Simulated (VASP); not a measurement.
```
KF
1.0
    0.00000     2.69308     2.69308
    2.69308     0.00000     2.69308
    2.69308     2.69308     0.00000
K F
1 1
Direct
  0.00000   0.00000   0.00000
  0.50000   0.50000   0.50000
```

All values below come from PBE GGA with D4 dispersion, VASP's PBE PAW potentials (set 64) (plane waves; VASP 6.6.1). Run with 520 eV cut-off, 10×10×10 Γ-centred mesh, tetrahedra with Blöchl corrections, potentials K_sv F.

### Question
Predict the energy per atom (σ→0), band gap (on the k-mesh) with the smallest direct gap where there is one.

### Answer

| Property | Value |
|---|---|
| band gap (on the k-mesh) | 6.04 eV |
| smallest direct gap (on the k-mesh) | 6.04 eV |
| energy per atom (σ→0) | -4.218 eV/atom |

Total energies compare only between runs with the same potentials, cut-off and functional.

The compound is KF in the rock salt structure. It was relaxed first.
